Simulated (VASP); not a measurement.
Method: PBEsol GGA, VASP's PBE PAW potentials (set 64) (plane waves; VASP 6.6.1).

The input files of a VASP run:

File POSCAR:
```
FeO
1.0
  3.0377012350   0.0000000000   0.0000000000
 -1.5188506175   2.6307267853   0.0000000000
  0.0000000000   0.0000000000   5.6920292388
Fe O
2 2
Cartesian
 -0.0000015189   1.7538187338   0.1185559386
  1.5188521364   0.8769080515   2.9645705580
 -0.0000015189   1.7538187338   2.0159550259
  1.5188521364   0.8769080515   4.8619696453
```

KPOINTS:
```
k-points along high-symmetry lines
10
Line-mode
Reciprocal
  0.000000   0.000000   0.000000 ! GAMMA
  0.500000   0.000000   0.000000 ! M

  0.500000   0.000000   0.000000 ! M
  0.333333   0.333333   0.000000 ! K

  0.333333   0.333333   0.000000 ! K
  0.000000   0.000000   0.000000 ! GAMMA

  0.000000   0.000000   0.000000 ! GAMMA
  0.000000   0.000000   0.500000 ! A

  0.000000   0.000000   0.500000 ! A
  0.500000   0.000000   0.500000 ! L

  0.500000   0.000000   0.500000 ! L
  0.333333   0.333333   0.500000 ! H

  0.333333   0.333333   0.500000 ! H
  0.000000   0.000000   0.500000 ! A

  0.500000   0.000000   0.500000 ! L
  0.500000   0.000000   0.000000 ! M

  0.333333   0.333333   0.500000 ! H
  0.333333   0.333333   0.000000 ! K
```

INCAR:
```
SYSTEM = FeO
PREC = Accurate; ENCUT = 520; LREAL = F
LASPH = T; ICHARG = 11
EDIFF = 1E-7; NELM = 100; ALGO = Normal
LMAXMIX = 4
ISMEAR = 0; SIGMA = 0.05
GGA = PS
MAGMOM = 2*3.6 2*0.3
ISPIN = 2
LWAVE = F; LCHARG = F; LORBIT = 11
```

POTCAR, in this order: Fe O (PBE.64 set). Program: vasp_std. Read from the step before: CHGCAR.

Output

File OSZICAR:
```
       N       E                     dE             d eps       ncg     rms          rms(c)
DAV:   1     0.221150130846E+03    0.22115E+03   -0.13460E+04  7920   0.152E+03
DAV:   2    -0.572325186162E+01   -0.22687E+03   -0.21039E+03  8226   0.332E+02
DAV:   3    -0.305619846330E+02   -0.24839E+02   -0.23134E+02  9594   0.122E+02
DAV:   4    -0.312374148185E+02   -0.67543E+00   -0.67360E+00  8450   0.222E+01
DAV:   5    -0.312489088589E+02   -0.11494E-01   -0.11492E-01  9434   0.266E+00
DAV:   6    -0.312492191164E+02   -0.31026E-03   -0.31026E-03  8624   0.405E-01
DAV:   7    -0.312492300718E+02   -0.10955E-04   -0.10956E-04  9442   0.681E-02
DAV:   8    -0.312492305184E+02   -0.44654E-06   -0.44641E-06  8618   0.128E-02
DAV:   9    -0.312492305388E+02   -0.20466E-07   -0.20222E-07  7178   0.236E-03
   1 F= -.31249231E+02 E0= -.31247014E+02  d E =-.443210E-02  mag=     7.9999
```

**OUTCAR**
```



 magnetization (x)

# of ion       s       p       d       tot
------------------------------------------
    1        0.029   0.048   3.466   3.543
    2        0.029   0.048   3.466   3.543
    3        0.019   0.311   0.000   0.329
    4        0.019   0.311   0.000   0.329
--------------------------------------------------
tot          0.096   0.718   6.931   7.745
```
(Selected blocks of OUTCAR.)

### OUTCAR
```
 val. band max:        4.5252018905   @ k =   0.3333   0.3333   0.1667

 cond. band min:       4.5329971578   @ k =   0.2593   0.2593   0.0000



 spin component 1

 k-point     1 :       0.0000    0.0000    0.0000
  band No.  band energies     occupation
      1     -15.7473      1.00000
      2     -15.1795      1.00000
      3      -3.3019      1.00000
      4      -2.6322      1.00000
      5      -1.5869      1.00000
      6      -1.5869      1.00000
      7      -1.0484      1.00000
      8      -1.0484      1.00000
      9       1.0536      1.00000
     10       1.0536      1.00000
     11       1.1444      1.00000
     12       1.4076      1.00000
     13       1.4076      1.00000
     14       3.2144      1.00000
     15       3.2144      1.00000
     16       3.5050      1.00000
     17       4.4442      0.99230
     18       4.4443      0.99229
     19       5.0788      0.00000
     20       9.9149      0.00000
     21      10.4007      0.00000
     22      16.3480      0.00000

 k-point     2 :       0.0556    0.0000    0.0000
  band No.  band energies     occupation
      1     -15.7278      1.00000
      2     -15.1685      1.00000
      3      -3.2609      1.00000
      4      -2.6146      1.00000
      5      -1.6543      1.00000
      6      -1.5862      1.00000
      7      -1.0834      1.00000
      8      -1.0365      1.00000
      9       1.0295      1.00000
     10       1.0581      1.00000
     11       1.1063      1.00000
     12       1.4085      1.00000
     13       1.4261      1.00000
     14       3.1550      1.00000
     15       3.1986      1.00000
     16       3.5975      1.00000
     17       4.3180      1.00000
     18       4.4418      0.99363
     19       5.1880      0.00000
     20       9.9927      0.00000
     21      10.4894      0.00000
     22      16.4352      0.00000

 k-point     3 :       0.1111    0.0000    0.0000
  band No.  band energies     occupation
...
```

The density is held fixed in this step, so its total energy and stress have no physical meaning. The moments were started parallel, and other spin orders were not tried in this run.

The structure was generated: FeO was put into the wurtzite type (P6_3mc), which need not be its known phase. It was relaxed first.
